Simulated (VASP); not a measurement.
All values below come from PBEsol GGA, VASP's PBE PAW potentials (set 64) (plane waves; VASP).

Input for VASP

**KPOINTS**
```
Automatic mesh
0
Gamma
6 6 11
0 0 0
```

### INCAR
```
! general
SYSTEM =Hf3TiN4
PREC   =Accurate
ENCUT  =520   ! plane-wave cut-off (eV)
LREAL  =.False.
LASPH  =.True.

! electronic loop
EDIFF  =1E-6   ! SCF stop (eV)
NELM   =100   ! most electronic steps
ALGO   =Normal
LMAXMIX=6   ! l cut-off of mixed one-centre charges

! smearing
ISMEAR =1   ! Methfessel-Paxton
SIGMA  =0.1

! functional
GGA    =PS   ! PBEsol

! ions
IBRION =2   ! conjugate gradients
NSW    =60
ISIF   =3
EDIFFG =-0.02   ! ionic stop

! output
LWAVE  =.False.
LCHARG =.False.
```

POSCAR:
```
Hf3TiN4
1
    0.0168088163     4.4371009954     4.4282366118
    4.4371009954     0.0168088163     4.4282366118
    2.2269549058     2.2269549058     0.0000000000
Ti N Hf
1 4 3
Direct
  0.0000000000   0.0000000000   0.0000000000
  0.2483251414   0.2483251414   0.5033497171
  0.2465257880   0.7534742120   0.5000000000
  0.7534742120   0.2465257880   0.5000000000
  0.7516748586   0.7516748586   0.4966502829
  0.0000000000   0.5000000000   0.0000000000
  0.5000000000   0.0000000000   0.0000000000
  0.5000000000   0.5000000000   0.0000000000
```

POTCAR, in this order: Ti_sv N Hf_pv (PBE.64 set). Program: vasp_std.

Unless said otherwise, spin-orbit coupling is left out, though it shifts the bands of the heavy elements here.

Task: Predict the energy per atom (σ→0), volume per atom, band gap (on the k-mesh).

Result: 
| Quantity | Result |
|---|---|
| energy per atom (σ→0) | -11.204 eV/atom |
| band gap (on the k-mesh) | none (metal, semimetal or under 0.01 eV) |
| volume per atom | 10.89 Å³/atom |

### OSZICAR
```
...
DAV:   1    -0.896290232577E+02   -0.27518E-03   -0.22024E-02  8798   0.104E+00    0.322E-01
DAV:   2    -0.896290329833E+02   -0.97256E-05   -0.19180E-03 11517   0.323E-01    0.125E-01
DAV:   3    -0.896289760940E+02    0.56889E-04   -0.16035E-03 12101   0.259E-01    0.134E-01
DAV:   4    -0.896288440917E+02    0.13200E-03   -0.42543E-04 13274   0.149E-01    0.463E-02
DAV:   5    -0.896288450489E+02   -0.95717E-06   -0.28811E-05 12266   0.282E-02    0.277E-02
DAV:   6    -0.896288461628E+02   -0.11139E-05   -0.40253E-06  9284   0.134E-02    0.134E-02
DAV:   7    -0.896288467728E+02   -0.60997E-06   -0.52193E-07  5829   0.475E-03
   5 F= -.89628847E+02 E0= -.89628883E+02  d E =-.241462E-03
```

The structure was generated: Hf3TiN4 was put into an ordered model structure (Cmmm), which need not be its known phase. This run relaxes it. Symmetry was kept, so distortions that lower it aren't found. The start is the result of an earlier pass.
